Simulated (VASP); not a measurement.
VASP runs on RuAl (CsCl type) share one base input (PBE GGA, plane waves, VASP's PBE PAW potentials (set 64)) and change the settings named in each case.

### INCAR
```
! general
SYSTEM   =  RuAl
PREC     =  Accurate
ENCUT    =  400
LREAL    =  .False.   ! projection in real space or not
LASPH    =  .True.

! electronic loop
EDIFF    =  1E-6   ! SCF stop (eV)
NELM     =  100   ! most electronic steps
ALGO     =  Normal
LMAXMIX  =  4   ! l cut-off of mixed one-centre charges

! smearing
ISMEAR   =  1
SIGMA    =  0.1   ! width (eV)

! functional
GGA      =  PE

! ions
ISIF     =  2

! output
LWAVE    =  .False.
LCHARG   =  .False.
```

POSCAR:
```
RuAl
1
    2.9900000000     0.0000000000     0.0000000000
    0.0000000000     2.9900000000     0.0000000000
    0.0000000000     0.0000000000     2.9900000000
Al Ru
1 1
Direct
  0.5000000000   0.5000000000   0.5000000000
  0.0000000000   0.0000000000   0.0000000000
```

KPOINTS:
```
Automatic mesh
0
Gamma
11 11 11
0 0 0
```

POTCAR, in this order: Al Ru_pv (PBE.64 set). Program: vasp_std.

```
change                           E(σ→0) (eV/atom)  pressure (GPa)  −TS (eV)  irreducible k-points
-------------------------------  ----------------  --------------  --------  --------------------
base run                                  -7.1223            2.43   -0.0013                    56
KPOINTS 1×1×1 Γ-centred mesh              -6.0722            9.87   -0.0433                     1
KPOINTS 2×2×2 Γ-centred mesh              -6.7940           10.06   -0.0092                     4
KPOINTS 3×3×3 Γ-centred mesh              -6.9923            3.89   -0.0022                     4
KPOINTS 8×8×8 Γ-centred mesh                    …               …         …                    35
KPOINTS 13×13×13 Γ-centred mesh           -7.1290            2.35    0.0008                    84
KPOINTS 14×14×14 Γ-centred mesh           -7.1238            2.42   -0.0006                   120
KPOINTS 15×15×15 Γ-centred mesh           -7.1285            2.34   -0.0010                   120
```

### Question
Complete the blanks.

### Answer

- KPOINTS 8×8×8 Γ-centred mesh, E(σ→0) (eV/atom): -7.1070
- KPOINTS 8×8×8 Γ-centred mesh, pressure (GPa): 2.73
- KPOINTS 8×8×8 Γ-centred mesh, −TS (eV): -0.0019

Left out are runs that ran out of time, are held back, or changed the cell or the kind of run, fixed moments of cells without a moment, rows past the twelfth, gaps on odd meshes, pressures of charged cells and columns that move by less than the noise.

The compound is RuAl in the CsCl type structure. The cell was not relaxed at this level. The electron count is odd and the run is not spin-polarised, which forces a metal.
